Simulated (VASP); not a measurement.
```
Hf
1.0
    1.59500    -2.76262     0.00000
    1.59500     2.76262     0.00000
    0.00000     0.00000     5.05000
Hf
2
Direct
  0.33333   0.66667   0.25000
  0.66667   0.33333   0.75000
```

The base run (VASP): PBE GGA, plane waves, VASP's PBE PAW potentials (set 64). Numerical set-up: 400 eV cut-off, 12×12×7 Γ-centred mesh, first-order Methfessel-Paxton smearing of 0.10 eV, potentials Hf_pv.

One setting is varied; ΔE counts from the most expensive setting. The base run took about 40 core-seconds. Times come from single runs on busy shared machines, so they are rough: good to a factor of about 2.

The pressure holds a Pulay error that falls with the cut-off, as the column shows.

```tsv
setting	cost over the base run	electronic steps	ΔE (meV/atom)	pressure (GPa)
ENCUT = 225	within a factor of 2	13	14.7	0.16
ENCUT = 300	within a factor of 2	12	4.0	0.66
ENCUT = 375	within a factor of 2	12	1.6	0.92
base run	reference	12	1.2	0.94
ENCUT = 475	within a factor of 2	12	0.5	0.98
ENCUT = 500	within a factor of 2	12	0.5	1.00
ENCUT = 525	within a factor of 2	12	0.4	1.01
ENCUT = 775	about 2 times	12	0.0	1.03
```

Left out are runs that failed, have no time on record or changed the cell.

The compound is Hf in the hcp structure. The cell was not relaxed at this level.
